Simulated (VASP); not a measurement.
Level of theory: PBEsol GGA, VASP's PBE PAW potentials (set 64) (plane waves; VASP).

Input for VASP

File POSCAR:
```
Hf2Ge
1
   -3.2580300000     3.2580300000     2.6205400000
    3.2580300000    -3.2580300000     2.6205400000
    3.2580300000     3.2580300000    -2.6205400000
Hf Ge
4 2
Direct
  0.3442400000   0.1557600000   0.5000000000
  0.6557600000   0.8442400000   0.5000000000
  0.1557600000   0.6557600000   0.8115200000
  0.8442400000   0.3442400000   0.1884800000
  0.2500000000   0.2500000000   0.0000000000
  0.7500000000   0.7500000000   0.0000000000
```

**INCAR**
```
ALGO = Normal
EDIFF = 1E-6
ENCUT = 300
GGA = PS
ISIF = 2
ISMEAR = 0
LASPH = .TRUE.
LCHARG = .FALSE.
LMAXMIX = 6
LREAL = .FALSE.
LWAVE = .FALSE.
NELM = 100
PREC = Accurate
SIGMA = 0.1
SYSTEM = Hf2Ge
```

**KPOINTS**
```
Automatic
0
G
7 7 7
```

POTCAR, in this order: Hf_pv Ge_d (PBE.64 set). Program: vasp_std.

What VASP printed:

OSZICAR:
```
       N       E                     dE             d eps       ncg     rms          rms(c)
DAV:   1     0.475460405833E+03    0.47546E+03   -0.26096E+04  3912   0.239E+03
DAV:   2     0.120412727508E+02   -0.46342E+03   -0.45212E+03  3232   0.619E+02
DAV:   3    -0.556024147100E+02   -0.67644E+02   -0.66483E+02  3832   0.144E+02
DAV:   4    -0.585243769461E+02   -0.29220E+01   -0.28948E+01  3912   0.333E+01
DAV:   5    -0.586082233773E+02   -0.83846E-01   -0.83787E-01  3896   0.560E+00    0.969E+01
DAV:   6    -0.566479974368E+02    0.19602E+01   -0.35046E+00  4360   0.798E+00    0.590E+01
DAV:   7    -0.562442705810E+02    0.40373E+00   -0.31454E+00  3760   0.900E+00    0.489E+00
DAV:   8    -0.561833968761E+02    0.60874E-01   -0.32733E-01  3872   0.317E+00    0.196E+00
DAV:   9    -0.561827843654E+02    0.61251E-03   -0.39210E-02  4016   0.101E+00    0.121E+00
DAV:  10    -0.561821615991E+02    0.62277E-03   -0.74829E-03  4528   0.514E-01    0.736E-01
DAV:  11    -0.561820528582E+02    0.10874E-03   -0.10433E-03  4688   0.204E-01    0.863E-02
DAV:  12    -0.561820507139E+02    0.21443E-05   -0.40940E-05  3960   0.385E-02    0.336E-02
DAV:  13    -0.561820492136E+02    0.15003E-05   -0.41702E-06  3248   0.109E-02    0.360E-03
DAV:  14    -0.561820494754E+02   -0.26180E-06   -0.48847E-07  2448   0.547E-03
   1 F= -.56182049E+02 E0= -.56173390E+02  d E =-.173190E-01
```

### OUTCAR
```
------------------------ aborting loop because EDIFF is reached ----------------------------------------
  FORCE on cell =-STRESS in cart. coord.  units (eV):
  Direction    XX          YY          ZZ          XY          YZ          ZX
  --------------------------------------------------------------------------------------
  Total        0.3971382      0.3971382      0.6492487      0.0000000      0.0000000      0.0000000
  in kB        5.7186202      5.7186202      9.3489048      0.0000000      0.0000000      0.0000000
  external PRESSURE =       6.9287150 kB  Pullay stress =       0.0000000 kB
  volume of cell :      111.27
      direct lattice vectors                 reciprocal lattice vectors
    -3.258030000  3.258030000  2.620540000     0.000000000  0.153466972  0.190800369
     3.258030000 -3.258030000  2.620540000     0.153466972  0.000000000  0.190800369
     3.258030000  3.258030000 -2.620540000     0.153466972  0.153466972  0.000000000
 POSITION                                       TOTAL-FORCE (eV/Angst)
 -----------------------------------------------------------------------------------
      1.01494      2.24309      0.00000        -0.000247      0.000247      0.000000
      2.24309      1.01494      2.62054         0.000247     -0.000247     -0.000000
      4.27297      1.01494      0.00000        -0.000247     -0.000247      0.000000
     -1.01494      2.24309      2.62054         0.000247      0.000247     -0.000000
      0.00000      0.00000      1.31027        -0.000000     -0.000000     -0.000000
      0.00000      0.00000      3.93081        -0.000000     -0.000000     -0.000000
 -----------------------------------------------------------------------------------
    total drift:                               -0.000000     -0.000000      0.000000
  FREE ENERGIE OF THE ION-ELECTRON SYSTEM (eV)
  ---------------------------------------------------
  free  energy   TOTEN  =       -56.1820494754 eV

  energy  without entropy=      -56.1647304980  energy(sigma->0) =      -56.17338999
```
(Selected blocks of OUTCAR.)

### OUTCAR
```
 val. band max:        5.8993243780   @ k =   0.2857   0.2857   0.1429

 cond. band min:       5.9075822048   @ k =   0.2857   0.1429   0.1429


 Fermi energy:         5.9055709182

 k-point     1 :       0.0000    0.0000    0.0000
  band No.  band energies     occupation
      1     -24.4174      2.00000
      2     -24.3930      2.00000
      3     -24.3152      2.00000
      4     -24.3152      2.00000
      5     -24.2389      2.00000
      6     -24.2389      2.00000
      7     -24.1965      2.00000
      8     -24.1607      2.00000
      9     -24.1342      2.00000
     10     -23.8368      2.00000
     11     -23.7678      2.00000
     12     -23.7678      2.00000
     13     -18.1140      2.00000
     14     -17.9998      2.00000
     15     -17.9998      2.00000
     16     -17.8861      2.00000
     17     -17.8861      2.00000
     18     -17.8689      2.00000
     19     -17.8596      2.00000
     20     -17.8535      2.00000
     21     -17.8468      2.00000
     22     -17.8219      2.00000
     23      -5.5709      2.00000
     24      -1.1104      2.00000
     25       1.7439      2.00000
     26       2.2463      2.00000
     27       2.6174      2.00000
     28       2.6174      2.00000
     29       4.3241      2.00000
     30       4.3241      2.00000
     31       4.6792      2.00000
     32       4.6792      2.00000
     33       4.8411      2.00000
     34       5.0668      2.00000
     35       7.8550      0.00000
     36       7.8987      0.00000
     37       8.0467      0.00000
     38       8.4769      0.00000
     39       8.4769      0.00000
     40       9.0264      0.00000

 k-point     2 :       0.1429   -0.0000    0.0000
  band No.  band energies     occupation
      1     -24.4408      2.00000
      2     -24.4044      2.00000
      3     -24.3355      2.00000
      4     -24.3171      2.00000
      5     -24.2181      2.00000
      6     -24.2012      2.00000
      7     -24.2010      2.00000
      8     -24.1601      2.00000
...
```

At this cut-off the stress carries a Pulay error, which pulls relaxed volumes low.  Unless said otherwise, spin-orbit coupling is left out, though it shifts the bands of the heavy elements here.

The structure comes from a computed database's Hf2Ge entry (I4/mcm); how it stands against other phases isn't given here. The cell was not relaxed at this level. The run is one of a series of settings (KPOINTS 7×7×7 Γ-centred mesh against the base run), some of them coarse on purpose.
